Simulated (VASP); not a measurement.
These are PBEsol GGA, VASP's PBE PAW potentials (set 64) (plane waves; VASP) values and carry that method's errors.

VASP input:

File POSCAR:
```
Pm
1.0
  3.1966261474   0.0000000000   0.0000000000
  0.0000000000   3.1966261474   0.0000000000
  0.0000000000   0.0000000000   3.1966261474
Pm
1
Cartesian
  0.0000000000   0.0000000000   0.0000000000
```

### INCAR
```
SYSTEM = Pm
PREC = Accurate
ENCUT = 400
EDIFF = 1E-7
NELM = 100
ALGO = Normal
LREAL = .FALSE.
LASPH = .TRUE.
ISMEAR = -5
GGA = PS
LMAXMIX = 6
LWAVE = .FALSE.
LCHARG = .TRUE.
LORBIT = 11
NEDOS = 601
ISIF = 2
```

KPOINTS:
```
Automatic mesh
0
Gamma
13 13 13
0 0 0
```

POTCAR, in this order: Pm_3 (PBE.64 set). Program: vasp_std.

The 4f electrons are frozen in the core of the lanthanide potential, so 4f levels, which can set the real gap, and their magnetism are missing.

Q: Estimate the energy per atom (σ→0), band gap (on the k-mesh).

A: 
| Quantity | Value |
|---|---|
| energy per atom (σ→0) | -4.501 eV/atom |
| band gap (on the k-mesh) | none (metal, semimetal or under 0.01 eV) |

**OSZICAR**
```
...
DAV:   6    -0.449952892746E+01    0.28581E-02   -0.12203E-02  1652   0.948E-01    0.894E+00
DAV:   7    -0.450117055251E+01   -0.16416E-02   -0.14545E-02  1597   0.106E+00    0.203E-01
DAV:   8    -0.450062993882E+01    0.54061E-03   -0.14305E-03  1617   0.321E-01    0.297E-02
DAV:   9    -0.450063658006E+01   -0.66412E-05   -0.17430E-05  2086   0.409E-02    0.597E-03
DAV:  10    -0.450065237307E+01   -0.15793E-04   -0.12561E-06  1670   0.694E-03    0.136E-03
DAV:  11    -0.450065094167E+01    0.14314E-05   -0.92974E-08  1118   0.279E-03    0.802E-04
DAV:  12    -0.450065087639E+01    0.65272E-07   -0.71422E-09   943   0.937E-04
   1 F= -.45006509E+01 E0= -.45006509E+01  d E =0.000000E+00
```

The structure was generated: Pm was put into the simple-cubic type (Pm-3m), which need not be its known phase. It was relaxed first, which changed the volume by -13 %.
